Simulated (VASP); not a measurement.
SiC (4h): the formation energy from VASP (plane waves, PAW) at several levels of theory. The references are the elements' solids at the same level; no temperature or zero-point terms are added.  Without a dispersion term in the relaxation, distances and binding between the weakly bound layers, chains or molecules are unreliable, and so is what depends on them.

| level | formation energy (eV/atom) |
|---|---|
| PBE | -0.206 |
| PBEsol | -0.264 |
| r2SCAN | -0.307 |

The cell of the PBE run:

CSi is modelled in the hexagonal space group P6₃mc (No. 186), Pearson symbol hP8. Lattice parameters: a = b = 3.094 Å, c = 10.128 Å, α = β = 90.00°, γ = 120.00°. Si1 on 2a sees 4 C at 1.893–1.899 Å (tetrahedral). Si2 on 2b sees 4 C at 1.895–1.905 Å (tetrahedral). C1 on 2a is surrounded by 4 Si at 1.895–1.899 Å (tetrahedral). C2 on 2b has 4 Si at 1.893–1.905 Å (tetrahedral). (Neighbours: up to the widest gap in distance over summed covalent radii, below 1.35, at either atom.)

Only levels that ran to the end are used. Left out are those held back, those with too coarse a band path, GW runs whose mesh misses a band edge, hybrids' fits of cells that aren't cubic and levels without matching references; a question may draw on a part of the rest.
